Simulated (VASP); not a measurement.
Input:

```yaml
crystal:
  lattice:
    - [3.96612, 0.00000, 0.00000]
    - [0.00000, 3.96612, 0.00000]
    - [0.00000, 0.00000, 4.07732]
  atoms:
    - { symbol: Ba, position: [0.00000, 0.00000, 0.00389] }
    - { symbol: Ti, position: [0.50000, 0.50000, 0.52057] }
    - { symbol: O, position: [0.50000, 0.50000, 0.97100] }
    - { symbol: O, position: [0.00000, 0.50000, 0.48427] }
    - { symbol: O, position: [0.50000, 0.00000, 0.48427] }
```

Computed with PBEsol GGA, VASP's PBE PAW potentials (set 64) (plane waves; VASP). Settings: 620 eV cut-off, 6×6×6 Γ-centred mesh, Gaussian smearing of 0.050 eV, potentials Ba_sv Ti_sv O.

Unless said otherwise, spin-orbit coupling is left out, though it shifts the bands of the heavy elements here.

Problem. Predict the energy per atom (σ→0), band gap (on the k-mesh) with the smallest direct gap where there is one.

Solution. 
| Item | Result |
|---|---|
| band gap (on the k-mesh) | 1.76 eV |
| smallest direct gap (on the k-mesh) | 2.21 eV |
| energy per atom (σ→0) | -8.402 eV/atom |

Only differences to runs with the same potentials and settings are physical.

The compound is BaTiO3 in the tetragonal perovskite structure. It was relaxed first.
